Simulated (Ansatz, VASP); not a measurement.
## ZrC in two plane-wave programs

Wanted: the spread between two codes on one cell, functional and k mesh. The cell is generated by rule, not measured, and may not be a known phase. The cell is taken from a series of runs on this material, whose earlier steps may have relaxed, scaled, displaced or heated it; both programs get it as it stands.

Program: Ansatz 0.2.0. Level of theory: plane waves, with VASP 6.6.1 beside it; zone-centre phonons at LDA. Results are calculated unless marked as measured.

The structure was built from a prototype and need not be the compound's stable phase.

**1. The starting structure**

Symmetry: P4/nmm, No. 129, tetragonal system. Conventional cell: a = 4.255 Å, b = 4.255 Å, c = 2.794 Å, α = 90.00°, β = 90.00°, γ = 90.00°. Nearest to Zr lie 4 C at 2.30 Å. Nearest to C lie 4 Zr at 2.30 Å. Farther neighbours are not listed.

**2. Ansatz: zone-centre phonons, LDA**

Ansatz runs on its default PAW (the set named soft_2) files.

Second derivatives magnify differences that forces hide, and they need a tight electronic threshold.

The input, input.yaml:

```yaml
crystal:
  lattice:
    - [4.2551444902, 0.0, 0.0]
    - [0.0, 4.2551444902, 0.0]
    - [0.0, 0.0, 2.7936349036]
  atoms:
    - { symbol: Zr, position: [0.5, 0.5, 0.0] }
    - { symbol: Zr, position: [0.0, 0.0, 0.0] }
    - { symbol: C, position: [0.0, 0.5, 0.68992757] }
    - { symbol: C, position: [0.5, 0.0, 0.31007243] }
kpoints:
  mp_grid: { grid: [10, 10, 14] }
hamiltonian:
  xc: lda
scf:
  occupations: { method: methfessel_paxton, width: 0.15 }
output:
  eigenvalues: true
phonons:
  method: dfpt
```

Launch:

```sh
> ansatz run input.yaml --threads 4 --pin off --max-ram 7168MiB --backend cpu --events-out ev --progress --plain --runs-dir out
```

Numbers of over 12 decimals in the logs are rounded to 6 here.

What it wrote:

```text
zone centre: on kpoints.mp_grid the ground state, and the responses unless they are solved on pairs of k-points, stand on 288 of the mesh's 1400 k-points, reduced under 4 symmetry operations, with k and −k counted as one. Each operation leaves every solved displacement unchanged or reverses it
Engine: ansatz 0.2.0, aarch64-unknown-linux-gnu
Pseudopotentials: kind: paw
Pseudopotential: Zr, paw, valence charge 12, recommended cutoff 420 eV (normal), Zr.paw.azcp
Pseudopotential: C, paw, valence charge 4, recommended cutoff 420 eV (normal), C.paw.azcp
Functional definition: SPW92
  exchange = slater_x
  correlation = pw_c
Crystal: 4 atoms, lattice volume = 50.582 Å³
Basis set: ecut = 420 eV, 1009 PW (Γ), exchange–correlation on 60×60×40 points (8 copies of the dense FFT grid, shifted against one another)
Bands: 20, of which v1, the nominal top of the filled ones, is band 16 counted from 1 (15 counted from 0)
Symmetry: 16 space group operations
k-points: 288 of 1400 (irreducible under 4 space group operations, time reversal used)
Non-local potential: Zr, projectors of the file, l = 0: 3, l = 1: 2, l = 2: 2, l = 3: 2
Non-local potential: C, projectors of the file, l = 0: 2, l = 1: 2, l = 2: 1
PAW form: soft (Blöchl's): semilocal exchange-correlation on the pseudo side does not see the compensation charge
PAW frozen core: Zr, regenerated for the run's functional, and the local potential with it (the file was generated under x = pbe(κ = 0.804, μ = 0.219515), c = pbe(β = 0.066725))
PAW frozen core: C, regenerated for the run's functional, and the local potential with it (the file was generated under x = pbe(κ = 0.804, μ = 0.219515), c = pbe(β = 0.066725))
PAW one-centre angular grid: Zr, 590 points (default); XC on 64 Gauss nodes
PAW one-centre angular grid: C, 110 points (default); XC on 64 Gauss nodes
Initial density: superposition of atomic densities (neutral atoms: chi_scale 0, normalization atom), corrected by the library's trained network
Initial wavefunctions: pseudopotential atomic-orbital guess
Functional: x = slater, c = lda
SCF iter   1: F=—  HF=-8640.579803 eV  |F-HF|=—  |Δ(HF+E_count)|=         —  Δρ=9.87e-3  dr2=6.21e-2  ethr=1.77e-3  ⟨swp⟩=4.5  Hψ=24139  notcnv=0
preconditioner: auto → Kerker (q_TF=auto, 2.528 Å⁻¹)  [metal: Δε(μ)=0.026 eV  Ē_g=15.979 eV  σ=0.150 eV  W_gap=0.14  n_scr=10 (ndim 8)  ℏωp=27.6 eV  f_vac=0.000  D(μ)=1.21/eV (n_scr^D=4)]
SCF iter   2: F=—  HF=-8640.567431 eV  |F-HF|=—  |Δ(HF+E_count)|=   1.24e-2  S|Δr|=    0.00e0  Δρ=4.38e-3  dr2=6.85e-3  ethr=1.94e-4  ⟨swp⟩=1.0  Hψ=8069  notcnv=0
SCF iter   3: F=—  HF=-8640.565846 eV  |F-HF|=—  |Δ(HF+E_count)|=   1.58e-3  S|Δr|=    0.00e0  Δρ=1.78e-3  dr2=1.46e-3  ethr=2.14e-5  ⟨swp⟩=1.0  Hψ=5864  notcnv=0
SCF iter   4: F=—  HF=-8640.565427 eV  |F-HF|=—  |Δ(HF+E_count)|=   4.19e-4  S|Δr|=    0.00e0  Δρ=2.79e-4  dr2=2.42e-5  ethr=4.57e-6  ⟨swp⟩=2.8  Hψ=9764  notcnv=0
SCF iter   5: F=—  HF=-8640.565422 eV  |F-HF|=—  |Δ(HF+E_count)|=   4.64e-6  S|Δr|=    0.00e0  Δρ=4.41e-5  dr2=1.02e-6  ethr=7.56e-8  ⟨swp⟩=2.5  Hψ=9370  notcnv=0
SCF iter   6: F=—  HF=-8640.565423 eV  |F-HF|=—  |Δ(HF+E_count)|=   1.59e-7  S|Δr|=    0.00e0  Δρ=8.27e-6  dr2=2.62e-8  ethr=3.18e-9  ⟨swp⟩=2.0  Hψ=7818  notcnv=0
SCF iter   7: F=—  HF=-8640.565423 eV  |F-HF|=—  |Δ(HF+E_count)|=   3.69e-9  S|Δr|=    0.00e0  Δρ=1.36e-6  dr2=8.89e-10  ethr=8.19e-11  ⟨swp⟩=2.5  Hψ=8504  notcnv=0
SCF iter   8: F=—  HF=-8640.565423 eV  |F-HF|=—  |Δ(HF+E_count)|=  1.11e-10  S|Δr|=    0.00e0  Δρ=2.02e-7  dr2=1.78e-11  ethr=2.78e-12  ⟨swp⟩=2.5  Hψ=8211  notcnv=0
SCF iter   9: F=-8640.565423 eV  HF=-8640.565423 eV  |F-HF|=1.82e-12  |Δ(HF+E_count)|=  3.64e-12  S|Δr|=    0.00e0  Δρ=3.93e-8  dr2=9.08e-13  ethr=1.00e-12  ⟨swp⟩=5.0  Hψ=22334  notcnv=0
SCF 1 converged in 9 iterations: F = -8640.565423 eV  dr2 = 9.08e-13
  greatest PAW one-centre occupation: 0.998 electrons in one spin orbital (limit 2), on the Zr atom at site 1 (counted from 0), in its partial waves of l = 0
DFPT response loops at Γ: preconditioner auto → Kerker (q_TF=auto, 2.528 Å⁻¹) (partly filled bands, converged f_vac=0.000); β = 1.00, the filter's whole step (`scf.mixing.beta` (0.50) is not read by the response loops under this deck's `scf.mixing.preconditioner`; to damp them name `kerker` or `kerker_dos`, under which they read `scf.mixing.beta`, and type it under 1.00, their step now; both keys bind the ground state too); Broyden in place of MSR1
SCF converged after 9 iterations
Stability not checked: this state was not tested for a lower state beside it, because cold or Methfessel-Paxton smearing, or corrected tetrahedra, fill the levels in a way that the test cannot read (fill_not_monotonic; see scf.lower_state_search)
Free energy (F): -8640.565423 eV
Harris-Foulkes:  -8640.565423 eV  (|F-HF|=1.82e-12)
Internal energy: -8640.564428 eV  (E = F + TS)
E sigma→0 (E₀):  -8640.565174 eV
Entropy (-TS):   -0.000995 eV (-0.249 meV/atom)
Fermi energy:    15.194857 eV
--- Per-component energies (eV) ---
  E_band       = -86.060038
  E_kinetic    = 848.529682
  E_local      = -1190.602457  (includes V_loc(G=0)·N_el)
  E_nonlocal   = 222.681217
  E_hartree    = 358.720194
  E_xc         = -419.640484
  E_vxc        = -504.140613  (∫ρ·V_xc dr)
  E_paw        = -5880.178394  (= ΣΔE_a)
  E_vpaw       = -179.968303  (= ΣTr[D̂ρ^β])
  E_aug_tail   = 0.000060  (compensation charges beyond the density's cutoff)
  E_ewald      = -2580.940713
  E_core_change = 0.866467  (= ΣΔE_core)
  E_smearing   = -0.000995  (= −TS)
  E_closure    = 0.000000  (closes the sum)
  Σ components = -8640.565423   (vs F -8640.565423, Δ=0.00e0)
--- Band table (eV; the first three rows and the last of 288) ---
  k-point 0: bands = [... 12 lower, 13.4456, 13.4456, 14.3962, 15.0575, 15.0575, 17.2013, 19.5274, 19.8734]
  k-point 1: bands = [... 12 lower, 13.2371, 13.4550, 14.6850, 15.0679, 15.0679, 16.8231, 19.1954, 19.9017]
  k-point 2: bands = [... 12 lower, 12.7268, 13.6109, 15.0231, 15.0231, 15.5248, 15.8903, 18.7335, 19.9822]
  k-point 287: bands = [... 12 lower, 12.9431, 12.9431, 13.2184, 13.2184, 17.3616, 17.3616, 18.3922, 18.3922]
--- Phonons (Γ-DFPT): 4 representative perturbations + reference, on 288 of 1400 k-points (Σ response iterations 14) ---
  k mesh reduced under 4 symmetry operations, with k and −k counted as one. Each operation leaves every solved displacement unchanged or reverses it
  ASR residual: 2.617e-5 → 0.000e0 eV/Å²; symmetrization residual: 2.171e-6 eV/Å²
  ASR residual per site (eV/Å²): 2.62e-5 2.62e-5 1.58e-5 1.58e-5
  Γ frequencies (cm⁻¹): -77.28 0.00 0.00 0.00 267.74 267.74 353.25 366.49 366.49 379.97 453.81 453.81
  non-analytic LO–TO correction: not included (Born effective charges unavailable; polar crystals: no LO–TO splitting at Γ)
```

In the SCF lines HF is the Harris–Foulkes energy and dr2 the Hartree energy of the density residual, in eV; the loop may stop once dr2 is under the threshold and the program's other checks hold. Hψ counts applications of the Hamiltonian.

(Continued in part 2 of 2.)

[Lines on the potential files, build, host, timing and source positions are cut from VASP's logs without a mark.]

[Logs are printed without paths, hosts, clocks, repeated set-up lines and the standing remarks that a program may print on its own settings, such as how far it seeks lower states.]

[Hosts, paths, dates, database ids (printed as entryN), source tags and the programs' standing remarks are cut or masked in the printed files.]
